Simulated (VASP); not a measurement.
Here is the system:

```yaml
crystal:
  lattice:
    - [1.87101, -3.24068, 0.00000]
    - [1.87101, 3.24068, 0.00000]
    - [0.00000, 0.00000, 4.76865]
  atoms:
    - { symbol: Pt, position: [0.00000, 0.00000, 0.00000] }
    - { symbol: Se, position: [0.33333, 0.66667, 0.26521] }
    - { symbol: Se, position: [0.66667, 0.33333, 0.73479] }
```

Calculation: LDA (Ceperley-Alder, Perdew-Zunger), VASP's LDA PAW potentials (set 64) (plane waves; VASP). Settings: 520 eV cut-off, Gaussian smearing of 0.050 eV, potentials Pt Se.

Unless said otherwise, spin-orbit coupling is left out, though it shifts the bands of the heavy elements here.

**Question.** What does the run give for the band gap (along the path) with the smallest direct gap where there is one?

**Answer.** 
```
Quantity                                                      Value
-------------------------  ----------------------------------------
band gap (along the path)  none (metal, semimetal or under 0.01 eV)
```

The compound is PtSe2 in the 1T layered structure. It was relaxed first, which changed the volume by -6 %.
